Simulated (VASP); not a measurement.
All values below come from PBE GGA with D3 dispersion (Becke-Johnson damping), VASP's PBE PAW potentials (set 64) (plane waves; VASP).

VASP ran on this input.

File KPOINTS:
```
K-points
0
G
6 6 6
0 0 0
```

**INCAR**
```
SYSTEM = SrTiO3
PREC = Accurate; ENCUT = 520; LREAL = .FALSE.
LASPH = .TRUE.
EDIFF = 1E-7; NELM = 100; ALGO = Normal
LMAXMIX = 4
ISMEAR = 0; SIGMA = 0.05
GGA = PE; IVDW = 12
ISIF = 2
LWAVE = .FALSE.; LCHARG = .FALSE.
```

### POSCAR
```
SrTiO3
1
    3.8348408521     0.0000000000     0.0000000000
    0.0000000000     3.8348408521     0.0000000000
    0.0000000000     0.0000000000     3.8348408521
Sr Ti O
1 1 3
Direct
  0.0000000000   0.0000000000   0.0000000000
  0.5000000000   0.5000000000   0.5000000000
  0.5000000000   0.0000000000   0.5000000000
  0.0000000000   0.5000000000   0.5000000000
  0.5000000000   0.5000000000   0.0000000000
```

POTCAR, in this order: Sr_sv Ti_sv O (PBE.64 set). Program: vasp_std.

Output

File OUTCAR:
```
 ion  position               nearest neighbor table
   1  0.000  0.000  0.000-   3 2.71   4 2.71   5 2.71   3 2.71   4 2.71   4 2.71   5 2.71   4 2.71
                             3 2.71   5 2.71   3 2.71   5 2.71   2 3.32   2 3.32   2 3.32   2 3.32
   2  0.500  0.500  0.500-   3 1.92   4 1.92   5 1.92   5 1.92   3 1.92   4 1.92   1 3.32   1 3.32
                             1 3.32   1 3.32   1 3.32   1 3.32   1 3.32   1 3.32
   3  0.500  0.000  0.500-   2 1.92   2 1.92   1 2.71   1 2.71   1 2.71   1 2.71
   4  0.000  0.500  0.500-   2 1.92   2 1.92   1 2.71   1 2.71   1 2.71   1 2.71
   5  0.500  0.500  0.000-   2 1.92   2 1.92   1 2.71   1 2.71   1 2.71   1 2.71
  LATTYP: Found a simple cubic cell.
 ALAT       =     3.8348408521
 Subroutine PRICEL returns:
 Original cell was already a primitive cell.
 Subroutine GETGRP returns: Found 48 space group operations
The static configuration has the point symmetry O_h .
The dynamic configuration has the point symmetry O_h .
 Subroutine INISYM returns: Found 48 space group operations
 Subroutine IBZKPT returns following result:
 Found     20 irreducible k-points:

 Following reciprocal coordinates:
            Coordinates               Weight
  0.000000  0.000000  0.000000      1.000000
  0.166667  0.000000  0.000000      6.000000
  0.333333  0.000000  0.000000      6.000000
  0.500000  0.000000  0.000000      3.000000
...
```

File OSZICAR:
```
       N       E                     dE             d eps       ncg     rms          rms(c)
DAV:   1     0.460627864932E+03    0.46063E+03   -0.22058E+04   960   0.189E+03
DAV:   2    -0.440013332259E+01   -0.46503E+03   -0.45433E+03  1168   0.510E+02
DAV:   3    -0.480581228937E+02   -0.43658E+02   -0.43611E+02  1368   0.150E+02
DAV:   4    -0.498699037386E+02   -0.18118E+01   -0.18109E+01  1392   0.278E+01
DAV:   5    -0.499185012330E+02   -0.48597E-01   -0.48596E-01  1312   0.367E+00    0.297E+01
DAV:   6    -0.398014420466E+02    0.10117E+02   -0.63656E+01  1392   0.775E+01    0.178E+01
DAV:   7    -0.398848454266E+02   -0.83403E-01   -0.74065E+00  1184   0.219E+01    0.116E+01
DAV:   8    -0.399576982364E+02   -0.72853E-01   -0.17316E+00  1264   0.149E+01    0.313E+00
DAV:   9    -0.398658794281E+02    0.91819E-01   -0.45844E-01  1152   0.740E+00    0.822E-01
DAV:  10    -0.398701134979E+02   -0.42341E-02   -0.10194E-01  1336   0.241E+00    0.709E-01
DAV:  11    -0.398647485378E+02    0.53650E-02   -0.48017E-02  1448   0.181E+00    0.174E-01
DAV:  12    -0.398645464305E+02    0.20211E-03   -0.23249E-03  1240   0.588E-01    0.551E-02
DAV:  13    -0.398645687732E+02   -0.22343E-04   -0.20535E-04  1336   0.116E-01    0.269E-02
DAV:  14    -0.398645718380E+02   -0.30649E-05   -0.28561E-05  1368   0.325E-02    0.944E-03
DAV:  15    -0.398645714737E+02    0.36432E-06   -0.63219E-06  1336   0.239E-02    0.384E-03
DAV:  16    -0.398645714501E+02    0.23607E-07   -0.15794E-06  1280   0.953E-03    0.286E-03
DAV:  17    -0.398645713134E+02    0.13667E-06   -0.35169E-07  1016   0.798E-03    0.801E-04
DAV:  18    -0.398645713179E+02   -0.44333E-08   -0.56538E-08   536   0.195E-03
   1 F= -.41268407E+02 E0= -.41268407E+02  d E =-.699665E-19
```

### OUTCAR
```
------------------------ aborting loop because EDIFF is reached ----------------------------------------
 Edisp (eV)   -1.40384
  FORCE on cell =-STRESS in cart. coord.  units (eV):
  Direction    XX          YY          ZZ          XY          YZ          ZX
  --------------------------------------------------------------------------------------
  Total       4.41003     4.41003     4.41003    -0.00000     0.00000    -0.00000
  in kB     125.28815   125.28815   125.28815    -0.00000     0.00000    -0.00000
  external pressure =      125.29 kB  Pullay stress =        0.00 kB
  volume of cell :       56.40
      direct lattice vectors                 reciprocal lattice vectors
     3.834840852  0.000000000  0.000000000     0.260767014  0.000000000  0.000000000
     0.000000000  3.834840852  0.000000000     0.000000000  0.260767014  0.000000000
     0.000000000  0.000000000  3.834840852     0.000000000  0.000000000  0.260767014
 POSITION                                       TOTAL-FORCE (eV/Angst)
 -----------------------------------------------------------------------------------
      0.00000      0.00000      0.00000         0.000000      0.000000      0.000000
      1.91742      1.91742      1.91742         0.000000      0.000000      0.000000
      1.91742      0.00000      1.91742         0.000000      0.000000      0.000000
      0.00000      1.91742      1.91742         0.000000      0.000000      0.000000
      1.91742      1.91742      0.00000         0.000000      0.000000      0.000000
 -----------------------------------------------------------------------------------
    total drift:                                0.000000      0.000000     -0.000000
  FREE ENERGIE OF THE ION-ELECTRON SYSTEM (eV)
  ---------------------------------------------------
  free  energy   TOTEN  =       -41.2684070613 eV

  energy  without entropy=      -41.2684070613  energy(sigma->0) =      -41.26840706
```
(Selected blocks of OUTCAR.)

File OUTCAR:
```
 val. band max:        4.6228123906   @ k =   0.5000   0.5000   0.5000

 cond. band min:       6.5755272715   @ k =   0.0000   0.0000   0.0000


 Fermi energy:         4.9239112056

 k-point     1 :       0.0000    0.0000    0.0000
  band No.  band energies     occupation
      1     -51.6162      2.00000
      2     -28.0058      2.00000
      3     -27.9011      2.00000
      4     -27.9011      2.00000
      5     -27.9011      2.00000
      6     -13.0047      2.00000
      7     -11.9807      2.00000
      8     -11.9807      2.00000
      9     -10.0174      2.00000
     10     -10.0174      2.00000
     11     -10.0174      2.00000
     12       1.7665      2.00000
     13       1.7665      2.00000
     14       1.7665      2.00000
     15       3.3590      2.00000
     16       3.3590      2.00000
     17       3.3590      2.00000
     18       4.3039      2.00000
     19       4.3039      2.00000
     20       4.3039      2.00000
     21       6.5755      0.00000
     22       6.5755      0.00000
     23       6.5755      0.00000
     24       9.3133      0.00000

 k-point     2 :       0.1667    0.0000    0.0000
  band No.  band energies     occupation
      1     -51.6156      2.00000
      2     -28.0421      2.00000
      3     -27.9001      2.00000
      4     -27.9001      2.00000
      5     -27.8801      2.00000
      6     -13.0302      2.00000
      7     -11.9683      2.00000
      8     -11.9579      2.00000
      9     -10.0031      2.00000
     10     -10.0031      2.00000
     11      -9.8222      2.00000
     12       1.3872      2.00000
     13       1.7339      2.00000
     14       1.7339      2.00000
     15       2.9972      2.00000
     16       2.9972      2.00000
     17       3.1024      2.00000
     18       3.4991      2.00000
     19       4.1461      2.00000
     20       4.1461      2.00000
     21       6.6230      0.00000
     22       7.2029      0.00000
     23       7.2029      0.00000
     24       9.3319      0.00000
...
```

The compound is SrTiO3 in the cubic perovskite structure, the ideal cubic form; the compound distorts at low or room temperature. This cell is one point of a volume scan, at 0.94 of the reference volume.
